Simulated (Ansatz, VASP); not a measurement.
## Cross-check of MoS2 between VASP and Ansatz

One calculation is typed for both programs; each brings its own data sets. How far apart do they land? The cell is taken from a series of runs on this material, whose earlier steps may have relaxed, scaled, displaced or heated it; both programs get it as it stands.

Main program and level: Ansatz 0.2.0; plane waves, with VASP 6.6.1 beside it; zone-centre phonons at PBE with D3(BJ).

## Step 1: Set-up

It takes space group P6_3/mmc (No. 194, hexagonal). The conventional cell has a = 3.084 Å, b = 3.084 Å, c = 11.350 Å, α = 90.00°, β = 90.00°, γ = 120.00°. S has 3 Mo at 2.37 Å nearest. Nearest to Mo lie 6 S at 2.37 Å. Farther neighbours and most contacts between anions are not listed.

## Step 2: VASP: zone-centre phonons, PBE with D3(BJ)

Second derivatives magnify differences that forces hide, and they need a tight electronic threshold.

Lines of VASP's logs that name or quote its potential files are left out, and so is its time.

The input, INCAR:

```
SYSTEM = MoS2
PREC = Accurate
ENCUT = 500
EDIFF = 1E-08
NELM = 120
ISMEAR = 0
SIGMA = 0.01
LREAL = .FALSE.
ALGO = Normal
GGA = PE
IVDW = 12
NBANDS = 32
LASPH = .TRUE.
LORBIT = 11
LWAVE = .FALSE.
LCHARG = .FALSE.
ISIF = 2
IBRION = 6
NFREE = 2
POTIM = 0.015
NSW = 1
GGA_COMPAT = .FALSE.
EFERMI = MIDGAP
KPAR = 2
```

The input, POSCAR:

```
MoS2
1.0
    3.0836266648      0.0000000000      0.0000000000
   -1.5418133324      2.6704990275      0.0000000000
    0.0000000000      0.0000000000     11.3496875723
S Mo
4 2
Direct
    0.3333333333      0.6666666667      0.6115805346
    0.6666666667      0.3333333333      0.1115805346
    0.3333333333      0.6666666667      0.8884194654
    0.6666666667      0.3333333333      0.3884194654
    0.3333333333      0.6666666667      0.2500000000
    0.6666666667      0.3333333333      0.7500000000
```

The input, KPOINTS:

```
Automatic mesh
0
Gamma
12 12 4
0 0 0
```

The projector-augmented-wave data sets are S and Mo_sv (PBE family, release 64).

The run is started by

```
mpirun -np 2 vasp_std
```

Numbers of over 12 decimals in the logs are rounded to 6 here.

What it wrote:

```text
[banner, memory and clock lines left out]
running    2 mpi-ranks, on    1 nodes
 distrk:  each k-point on    1 cores,    2 groups
 distr:  one band on    1 cores,    1 groups

 POSCAR found type information on POSCAR S Mo
 POSCAR found :  2 types and       6 ions
 LDA part: xc-table for (Slater+PW92), standard interpolation
 POSCAR, INCAR and KPOINTS ok, starting setup
 FFT: planning ... GRIDC
 FFT: planning ... GRID_SOFT
 FFT: planning ... GRID
 WAVECAR not read
 entering main loop
       N       E                     dE             d eps       ncg     rms          rms(c)
DAV:   1     0.448665024124E+03    0.44867E+03   -0.29338E+04  3976   0.153E+03
DAV:   2    -0.221872236925E+02   -0.47085E+03   -0.45908E+03  4480   0.398E+02
DAV:   3    -0.452186765067E+02   -0.23031E+02   -0.22842E+02  4736   0.785E+01
DAV:   4    -0.456265624846E+02   -0.40789E+00   -0.40696E+00  4384   0.106E+01
DAV:   5    -0.456364593544E+02   -0.98969E-02   -0.98910E-02  4696   0.152E+00    0.381E+01
DAV:   6    -0.436398646383E+02    0.19966E+01   -0.16191E+01  4016   0.230E+01    0.142E+01
DAV:   7    -0.433723985858E+02    0.26747E+00   -0.79094E+00  4008   0.149E+01    0.892E+00
DAV:   8    -0.430016165019E+02    0.37078E+00   -0.15402E+00  4424   0.714E+00    0.349E+00
DAV:   9    -0.430181662806E+02   -0.16550E-01   -0.15772E-01  4752   0.190E+00    0.155E+00
DAV:  10    -0.430068935226E+02    0.11273E-01   -0.68341E-02  4336   0.151E+00    0.287E-01
DAV:  11    -0.430070024871E+02   -0.10896E-03   -0.32382E-03  4504   0.316E-01    0.197E-01
DAV:  12    -0.430069425135E+02    0.59974E-04   -0.23193E-04  4448   0.804E-02    0.114E-01
DAV:  13    -0.430069361510E+02    0.63625E-05   -0.22284E-04  4792   0.778E-02    0.248E-02
DAV:  14    -0.430069365297E+02   -0.37868E-06   -0.21779E-05  4408   0.273E-02    0.261E-02
DAV:  15    -0.430069361987E+02    0.33099E-06   -0.17755E-06  4472   0.854E-03    0.985E-03
DAV:  16    -0.430069359229E+02    0.27585E-06   -0.12155E-06  4456   0.637E-03    0.835E-04
DAV:  17    -0.430069359597E+02   -0.36887E-07   -0.60158E-08  3912   0.154E-03    0.828E-04
DAV:  18    -0.430069359584E+02    0.13797E-08   -0.12539E-08  3064   0.700E-04
   1 F= -.45938979E+02 E0= -.45938979E+02  d E =-.339927-150
[... from here on, the cycles between the ionic steps are left out ...]
   2 F= -.45937781E+02 E0= -.45937781E+02  d E =-.260926-148
   3 F= -.45937781E+02 E0= -.45937781E+02  d E =-.261451-148
   4 F= -.45937102E+02 E0= -.45937102E+02  d E =-.432876-154
   5 F= -.45936520E+02 E0= -.45936520E+02  d E =-.344600-145
   6 F= -.45936503E+02 E0= -.45936503E+02  d E =-.781725-147
   7 F= -.45936503E+02 E0= -.45936503E+02  d E =-.782018-147
   8 F= -.45935286E+02 E0= -.45935286E+02  d E =-.316548-147
 Finite differences progress:
  Degree of freedom:   4/  4
  Displacement:        1/  2
  Total:               7/  8
 bond charge predicted
       N       E                     dE             d eps       ncg     rms          rms(c)
DAV:   1    -0.429897054443E+02    0.13530E-01   -0.57028E+00  4416   0.164E+01    0.641E-01
DAV:   2    -0.430036303778E+02   -0.13925E-01   -0.14942E-01  5336   0.249E+00    0.170E-01
DAV:   3    -0.430032091888E+02    0.42119E-03   -0.23307E-03  5472   0.312E-01    0.927E-02
DAV:   4    -0.430032279586E+02   -0.18770E-04   -0.85417E-04  5480   0.152E-01    0.567E-02
DAV:   5    -0.430032311048E+02   -0.31463E-05   -0.63332E-05  5536   0.488E-02    0.417E-02
DAV:   6    -0.430032352231E+02   -0.41183E-05   -0.10606E-05  5584   0.233E-02    0.205E-02
DAV:   7    -0.430032349383E+02    0.28484E-06   -0.33086E-06  5744   0.112E-02    0.786E-03
DAV:   8    -0.430032347517E+02    0.18661E-06   -0.18956E-06  5480   0.812E-03    0.177E-03
DAV:   9    -0.430032347775E+02   -0.25827E-07   -0.12051E-07  5128   0.207E-03    0.121E-03
DAV:  10    -0.430032347818E+02   -0.43519E-08   -0.75890E-09  3184   0.509E-04
   9 F= -.45935286E+02 E0= -.45935286E+02  d E =-.315393-147
 Finite differences progress:
  Degree of freedom:   4/  4
  Displacement:        2/  2
  Total:               8/  8
```

OUTCAR, selected parts (step 2):

```text
ion  position               nearest neighbor table
   1  0.333  0.667  0.612-   6 2.37   6 2.37   6 2.37
   2  0.667  0.333  0.112-   5 2.37   5 2.37   5 2.37
   3  0.333  0.667  0.888-   6 2.37   6 2.37   6 2.37
   4  0.667  0.333  0.388-   5 2.37   5 2.37   5 2.37
   5  0.333  0.667  0.250-   2 2.37   4 2.37   2 2.37   4 2.37   2 2.37   4 2.37
   6  0.667  0.333  0.750-   1 2.37   3 2.37   1 2.37   3 2.37   1 2.37   3 2.37

  LATTYP: Found a hexagonal cell.
 ALAT       =     3.0836266648
 C/A-ratio  =     3.6806295982

 Subroutine GETGRP returns: Found 24 space group operations
 (whereof 12 operations were pure point group operations)

The static configuration has the point symmetry D_3d.
 The point group associated with its full space group is D_6h.

 Found     57 irreducible k-points:

   k-points           NKPTS =     57   k-points in BZ     NKDIM =     57   number of bands    NBANDS=     32

   dimension x,y,z NGX =    24 NGY =   24 NGZ =   84
   dimension x,y,z NGXF=    48 NGYF=   48 NGZF=  168

   ENCUT  =  500.0 eV  36.75 Ry    6.06 a.u.   5.62  5.62 20.69*2*pi/ulx,y,z

   NELECT =      52.0000    total number of electrons

 k-points in reciprocal lattice and weights: Automatic mesh
   0.00000000  0.00000000  0.00000000       0.002
   0.08333333  0.00000000  0.00000000       0.010
   0.16666667  0.00000000  0.00000000       0.010
   0.25000000 -0.00000000  0.00000000       0.010
   0.33333333  0.00000000  0.00000000       0.010
   0.41666667  0.00000000  0.00000000       0.010
   0.50000000 -0.00000000  0.00000000       0.005
   0.08333333  0.08333333  0.00000000       0.010
   0.16666667  0.08333333  0.00000000       0.021
[...]
0.33333333  0.25000000  0.50000000       0.021
   0.33333333  0.33333333  0.50000000       0.003

 Edisp (eV)   -2.93205

 average (electrostatic) potential at core
       1 -82.6974       2 -82.7004       3 -82.6924       4 -82.6900       5 -72.7505
       6 -72.7505

 E-fermi :   9.8480

 k-point     1 :       0.0000    0.0000    0.0000
  band No.  band energies     occupation
    ...
     22       7.3673      2.00000
     23       7.3673      2.00000
     24       7.8662      2.00000
     25       8.9056      2.00000
     26       9.6663      2.00000
     27      11.5725      0.00000
     28      11.5725      0.00000
     29      11.6230      0.00000
     30      11.6230      0.00000
     31      11.6866      0.00000
    ...

 k-point     2 :       0.0833    0.0000    0.0000
  band No.  band energies     occupation
    ...
     22       7.1877      2.00000
     23       7.4002      2.00000
     24       7.9042      2.00000
     25       8.8757      2.00000
     26       9.3078      2.00000
[...]
-0.00000      1.78033     10.08328         0.000000     -0.000000     -0.023408
      1.54181      0.89017      4.40844        -0.000000     -0.000000     -0.255062
     -0.00000      1.78033      2.82242        -0.000000      0.000000      0.492461
      1.54181      0.89017      8.51227        -0.000000      0.000000     -0.008592
 -----------------------------------------------------------------------------------
    total drift:                                0.000000      0.000000      0.000152

  FREE ENERGIE OF THE ION-ELECTRON SYSTEM (eV)
  ---------------------------------------------------
  free  energy   TOTEN  =       -45.9352859874 eV

  energy  without entropy=      -45.9352859874  energy(sigma->0) =      -45.93528599

 Eigenvectors and eigenvalues of the dynamical matrix
 ----------------------------------------------------

   1 f  =   14.658701 THz    92.103333 2PiTHz  488.961626 cm-1    60.623488 meV
             X         Y         Z           dx          dy          dz
     -0.000000  1.780333  6.941248    -0.000000    0.000000    0.398916
      1.541813  0.890166  1.266404    -0.000000    0.000000   -0.398916
     -0.000000  1.780333 10.083283    -0.000000    0.000000    0.398916
      1.541813  0.890166  4.408440    -0.000000    0.000000   -0.398916
     -0.000000  1.780333  2.837422     0.000000   -0.000000    0.426301
      1.541813  0.890166  8.512266     0.000000   -0.000000   -0.426301

   2 f  =   14.319566 THz    89.972484 2PiTHz  477.649295 cm-1    59.220938 meV
             X         Y         Z           dx          dy          dz
     -0.000000  1.780333  6.941248    -0.000000   -0.000000   -0.387070
      1.541813  0.890166  1.266404    -0.000000   -0.000000   -0.387070
     -0.000000  1.780333 10.083283    -0.000000   -0.000000   -0.387070
      1.541813  0.890166  4.408440    -0.000000   -0.000000   -0.387070
     -0.000000  1.780333  2.837422     0.000000    0.000000    0.447609
      1.541813  0.890166  8.512266     0.000000    0.000000    0.447609

   3 f  =   13.055624 THz    82.030908 2PiTHz  435.488755 cm-1    53.993700 meV
             X         Y         Z           dx          dy          dz
     -0.000000  1.780333  6.941248    -0.000000   -0.000000    0.500000
      1.541813  0.890166  1.266404    -0.000000    0.000000    0.500000
     -0.000000  1.780333 10.083283    -0.000000   -0.000000   -0.500000
      1.541813  0.890166  4.408440    -0.000000    0.000000   -0.500000
     -0.000000  1.780333  2.837422    -0.000000   -0.000000    0.000000
      1.541813  0.890166  8.512266     0.000000    0.000000    0.000000

   4 f  =   12.386401 THz    77.826053 2PiTHz  413.165865 cm-1    51.226015 meV
             X         Y         Z           dx          dy          dz
     -0.000000  1.780333  6.941248    -0.000000    0.000000    0.500000
      1.541813  0.890166  1.266404    -0.000000   -0.000000   -0.500000
     -0.000000  1.780333 10.083283    -0.000000    0.000000   -0.500000
      1.541813  0.890166  4.408440    -0.000000   -0.000000    0.500000
     -0.000000  1.780333  2.837422     0.000000    0.000000   -0.000000
      1.541813  0.890166  8.512266     0.000000   -0.000000    0.000000

   5 f  =   11.803379 THz    74.162816 2PiTHz  393.718335 cm-1    48.814830 meV
             X         Y         Z           dx          dy          dz
     -0.000000  1.780333  6.941248    -0.387041   -0.000004   -0.000000
      1.541813  0.890166  1.266404    -0.387041   -0.000004   -0.000000
     -0.000000  1.780333 10.083283    -0.387041   -0.000004    0.000000
      1.541813  0.890166  4.408440    -0.387041   -0.000004    0.000000
     -0.000000  1.780333  2.837422     0.447660    0.000005   -0.000000
      1.541813  0.890166  8.512266     0.447660    0.000005   -0.000000

   6 f  =   11.803379 THz    74.162816 2PiTHz  393.718335 cm-1    48.814830 meV
             X         Y         Z           dx          dy          dz
     -0.000000  1.780333  6.941248    -0.000004    0.387041    0.000000
      1.541813  0.890166  1.266404    -0.000004    0.387041   -0.000000
     -0.000000  1.780333 10.083283    -0.000004    0.387041   -0.000000
      1.541813  0.890166  4.408440    -0.000004    0.387041    0.000000
     -0.000000  1.780333  2.837422     0.000005   -0.447660   -0.000000
      1.541813  0.890166  8.512266     0.000005   -0.447660    0.000000

   7 f  =   11.760154 THz    73.891224 2PiTHz  392.276499 cm-1    48.636065 meV
             X         Y         Z           dx          dy          dz
     -0.000000  1.780333  6.941248     0.389505    0.000008   -0.000000
      1.541813  0.890166  1.266404    -0.389505   -0.000008    0.000000
     -0.000000  1.780333 10.083283     0.389505    0.000008    0.000000
      1.541813  0.890166  4.408440    -0.389505   -0.000008   -0.000000
     -0.000000  1.780333  2.837422     0.443364    0.000009    0.000000
      1.541813  0.890166  8.512266    -0.443364   -0.000009    0.000000

   8 f  =   11.760154 THz    73.891224 2PiTHz  392.276499 cm-1    48.636065 meV
             X         Y         Z           dx          dy          dz
     -0.000000  1.780333  6.941248    -0.000008    0.389505   -0.000000
      1.541813  0.890166  1.266404     0.000008   -0.389505    0.000000
     -0.000000  1.780333 10.083283    -0.000008    0.389505    0.000000
      1.541813  0.890166  4.408440     0.000008   -0.389505   -0.000000
     -0.000000  1.780333  2.837422    -0.000009    0.443364   -0.000000
      1.541813  0.890166  8.512266     0.000009   -0.443364    0.000000

   9 f  =    8.969563 THz    56.357427 2PiTHz  299.192421 cm-1    37.095116 meV
             X         Y         Z           dx          dy          dz
     -0.000000  1.780333  6.941248    -0.500000   -0.000026   -0.000000
      1.541813  0.890166  1.266404    -0.500000   -0.000026    0.000000
     -0.000000  1.780333 10.083283     0.500000    0.000026    0.000000
      1.541813  0.890166  4.408440     0.500000    0.000026   -0.000000
     -0.000000  1.780333  2.837422     0.000000   -0.000000   -0.000000
      1.541813  0.890166  8.512266     0.000000   -0.000000    0.000000

  10 f  =    8.969563 THz    56.357427 2PiTHz  299.192421 cm-1    37.095116 meV
             X         Y         Z           dx          dy          dz
     -0.000000  1.780333  6.941248     0.000026   -0.500000    0.000000
      1.541813  0.890166  1.266404     0.000026   -0.500000   -0.000000
     -0.000000  1.780333 10.083283    -0.000026    0.500000   -0.000000
      1.541813  0.890166  4.408440    -0.000026    0.500000    0.000000
     -0.000000  1.780333  2.837422    -0.000000   -0.000000    0.000000
      1.541813  0.890166  8.512266     0.000000    0.000000    0.000000

  11 f  =    8.706692 THz    54.705760 2PiTHz  290.423985 cm-1    36.007969 meV
             X         Y         Z           dx          dy          dz
     -0.000000  1.780333  6.941248    -0.500000    0.000031   -0.000000
      1.541813  0.890166  1.266404     0.500000   -0.000031    0.000000
     -0.000000  1.780333 10.083283     0.500000   -0.000031    0.000000
      1.541813  0.890166  4.408440    -0.500000    0.000031   -0.000000
     -0.000000  1.780333  2.837422    -0.000000   -0.000000   -0.000000
      1.541813  0.890166  8.512266     0.000000   -0.000000   -0.000000

  12 f  =    8.706692 THz    54.705760 2PiTHz  290.423985 cm-1    36.007969 meV
             X         Y         Z           dx          dy          dz
     -0.000000  1.780333  6.941248    -0.000031   -0.500000   -0.000000
      1.541813  0.890166  1.266404     0.000031    0.500000    0.000000
     -0.000000  1.780333 10.083283     0.000031    0.500000    0.000000
      1.541813  0.890166  4.408440    -0.000031   -0.500000   -0.000000
     -0.000000  1.780333  2.837422     0.000000    0.000000   -0.000000
      1.541813  0.890166  8.512266    -0.000000   -0.000000    0.000000

  13 f  =    3.312794 THz    20.814898 2PiTHz  110.502908 cm-1    13.700608 meV
             X         Y         Z           dx          dy          dz
     -0.000000  1.780333  6.941248    -0.000000    0.000000   -0.301440
      1.541813  0.890166  1.266404     0.000000   -0.000000    0.301440
     -0.000000  1.780333 10.083283    -0.000000    0.000000   -0.301440
      1.541813  0.890166  4.408440     0.000000   -0.000000    0.301440
     -0.000000  1.780333  2.837422     0.000000   -0.000000    0.564152
      1.541813  0.890166  8.512266    -0.000000    0.000000   -0.564152
    [... 42 further lines ...]
      1.541813  0.890166  4.408440     0.291293    0.123886    0.000000
     -0.000000  1.780333  2.837422     0.503697    0.214220    0.000000
      1.541813  0.890166  8.512266     0.503697    0.214220    0.000000

 ELASTIC MODULI CONTR FROM IONIC RELAXATION (kBar)
 Direction    XX          YY          ZZ          XY          YZ          ZX
 --------------------------------------------------------------------------------
 XX        -474.2751   -257.6144   -897.2182      0.0000     -0.0000      0.0000
 YY        -257.6144   -474.2751   -897.2182     -0.0000     -0.0000      0.0000
 ZZ        -897.2182   -897.2182  -2199.7869     -0.0000     -0.0000      0.0000
 XY           0.0000     -0.0000     -0.0000   -108.3304     -0.0000      0.0000
 YZ          -0.0000     -0.0000     -0.0000     -0.0000  -1342.8592     -0.0000
 ZX           0.0000      0.0000      0.0000      0.0000     -0.0000  -1342.8586
 --------------------------------------------------------------------------------

 total charge
# of ion       s       p       d       tot
------------------------------------------
    1        1.370   2.358   0.000   3.727
    2        1.370   2.358   0.000   3.727
    3        1.370   2.358   0.000   3.727
    4        1.370   2.358   0.000   3.727
    5        2.305   6.243   4.039  12.588
    6        2.305   6.243   4.039  12.588
--------------------------------------------------
tot         10.090  21.917   8.079  40.086
```

CONTCAR:

```
MoS2
   1.00000000000000
     3.0836266648000001    0.0000000000000000    0.0000000000000000
    -1.5418133324000001    2.6704990275000000    0.0000000000000000
     0.0000000000000000    0.0000000000000000   11.3496875723000006
  S               Mo
     4     2
Direct
     0.3333333332999970    0.6666666667000030    0.6115805346000016
     0.6666666667000030    0.3333333332999970    0.1115805346000016
     0.3333333332999970    0.6666666667000030    0.8884194653999984
     0.6666666667000030    0.3333333332999970    0.3884194653999984
     0.3333333332999970    0.6666666667000030    0.2486783777170564
     0.6666666667000030    0.3333333332999970    0.7500000000000000
```

This run has no spin polarisation, so a moment on Mo, if there is one, isn't seen. The last energy, forces, stress and levels in OUTCAR belong to the last displaced cell, not to the cell of POSCAR.

Levels, forces or a CONTCAR printed for this step are those of its last displaced cell, not of the structure at rest.

(Continued in part 2 of 2.)

[Lines on the potential files, build, host, timing and source positions are cut from VASP's logs without a mark.]

[Logs are printed without paths, hosts, clocks, repeated set-up lines and the standing remarks that a program may print on its own settings, such as how far it seeks lower states.]

[Hosts, paths, dates, database ids (printed as entryN), source tags and the programs' standing remarks are cut or masked in the printed files.]
